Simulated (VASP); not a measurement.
Write the native input for VASP 6.6.1 that does the following.

```
Task                   : single point
Functional             : PBEsol
Potentials or basis    : VASP PAW PBE potentials, release 64 (V_sv)
Cutoff                 : 700 eV
k mesh                 : 20 × 20 × 20
Occupations            : gaussian, width 0.1 eV
Spin                   : no spin polarisation
Further INCAR settings : ALGO = Normal; EDIFF = 1e-06; NBANDS = 12
```

The structure of V lies in POSCAR:

```
V
1.0
   -1.4796800000      1.4796800000      1.4796800000
    1.4796800000     -1.4796800000      1.4796800000
    1.4796800000      1.4796800000     -1.4796800000
V
1
Direct
    1.0000000000      0.0000000000      1.0000000000
```

The input as run:

INCAR

```
ALGO = Normal
EDIFF = 1E-6
ENCUT = 700
GGA = PS
ISIF = 2
ISMEAR = 0
LASPH = True
LCHARG = True
LELF = True
LREAL = False
LVHAR = True
LWAVE = False
NBANDS = 12
NELM = 80
PREC = Accurate
SIGMA = 0.1
```

KPOINTS

```
k-points
0
Gamma
  20 20 20
```

Potentials or basis: VASP PAW PBE potentials, release 64 (V_sv).

Run with:

```bash
$ cat potpaw_PBE.64/V_sv/POTCAR > POTCAR
$ mpirun -np 1 vasp_std > vasp.out
```

Results of the run:

| Quantity | Value |
| --- | --- |
| Pressure | 0.0 GPa |
| Band gap on the k mesh | none (metal or under the smearing width) |

Caveat: the PAW data sets were made with another functional, which shifts forces and pressure a little.

Wall time 20 s on 1 thread of Intel(R) Xeon(R) Platinum 8488C (Sapphire Rapids) (shared host), peak memory 0.18 GiB.
